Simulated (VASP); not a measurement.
Given:

```yaml
crystal:
  lattice:
    - [8.57643, 0.00000, 0.00000]
    - [0.00000, 12.05115, 0.00000]
    - [0.00000, 0.00000, 8.21855]
  atoms:
    - { symbol: Cs, position: [0.43984, 0.25000, 0.51945] }
    - { symbol: Cs, position: [0.56016, 0.75000, 0.48055] }
    - { symbol: Cs, position: [0.06016, 0.75000, 0.01945] }
    - { symbol: Cs, position: [0.93984, 0.25000, 0.98055] }
    - { symbol: Pb, position: [0.00000, 0.50000, 0.50000] }
    - { symbol: Pb, position: [0.50000, 0.50000, 0.00000] }
    - { symbol: Pb, position: [0.50000, 0.00000, 0.00000] }
    - { symbol: Pb, position: [0.00000, 0.00000, 0.50000] }
    - { symbol: Br, position: [0.99374, 0.75000, 0.55967] }
    - { symbol: Br, position: [0.00626, 0.25000, 0.44033] }
    - { symbol: Br, position: [0.50626, 0.25000, 0.05967] }
    - { symbol: Br, position: [0.49374, 0.75000, 0.94033] }
    - { symbol: Br, position: [0.20102, 0.03170, 0.80279] }
    - { symbol: Br, position: [0.79898, 0.96830, 0.19721] }
    - { symbol: Br, position: [0.29898, 0.96830, 0.30279] }
    - { symbol: Br, position: [0.70102, 0.03170, 0.69721] }
    - { symbol: Br, position: [0.70102, 0.46830, 0.69721] }
    - { symbol: Br, position: [0.29898, 0.53170, 0.30279] }
    - { symbol: Br, position: [0.79898, 0.53170, 0.19721] }
    - { symbol: Br, position: [0.20102, 0.46830, 0.80279] }
```

These are PBE GGA, VASP's PBE PAW potentials (set 64) (plane waves; VASP 6.6.1) values and carry that method's errors. Run with LREAL = Auto, 300 eV cut-off, 2×1×2 Γ-centred mesh, Gaussian smearing of 0.010 eV, potentials Cs_sv Pb_d Br.

Unless said otherwise, spin-orbit coupling is left out, though it shifts the bands of the heavy elements here.

What does the run give for the energy per atom (σ→0), largest force, band gap (on the k-mesh) with the smallest direct gap where there is one?

```yaml
band gap (on the k-mesh): 2.11 eV
smallest direct gap (on the k-mesh): 2.11 eV
energy per atom (σ→0): -3.163 eV/atom
largest_force: 0.171 eV/Å
```

Total energies compare only between runs with the same potentials, cut-off and functional.

The structure comes from a computed database's CsPbBr3 entry; how it stands against other phases isn't given here. The cell was not relaxed at this level. The k-mesh is coarse (spacing up to 0.52 per Å, 2π included), so the numbers may not be converged in it.
